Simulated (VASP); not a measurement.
A cell of MgS (rock salt) near equilibrium:

```xyz
2
Lattice="0.0000 2.5957 2.5957 2.5957 0.0000 2.5957 2.5957 2.5957 0.0000" Properties=species:S:1:pos:R:3 pbc="T T T"
Mg     0.0000     2.5957     2.5957
S      2.5957     2.5957     2.5957
```

Method: r2SCAN meta-GGA, VASP's PBE PAW potentials (set 64) (plane waves; VASP).

```json
[
 {"run": "as it is", "ΔE (meV/atom)": "0.0", "σxx": "0.06", "σyy": "0.06", "σzz": "0.06", "largest shear component, with its sign (GPa)": "0.00", "largest force (eV/Å)": "0.000", "gap (eV)": "3.45"},
 {"run": "after one change", "ΔE (meV/atom)": "14.3", "σxx": "-4.22", "σyy": "-4.22", "σzz": "-4.22", "largest shear component, with its sign (GPa)": "0.00", "largest force (eV/Å)": "0.000", "gap (eV)": "3.32"}
]
```
Stress is in GPa, positive when the cell is compressed; gaps are those on the k-mesh, and 0.00 means metallic.

Q: Which change was made?
A) isotropic strain of +2.0 %
B) shear strain γ_xy = -4.0 %
C) uniaxial strain of -1.0 % along y
D) atom 2 (S) moved by 0.100 Å along x

A: A, isotropic strain of +2.0 %

The compound is MgS in the rock salt structure.
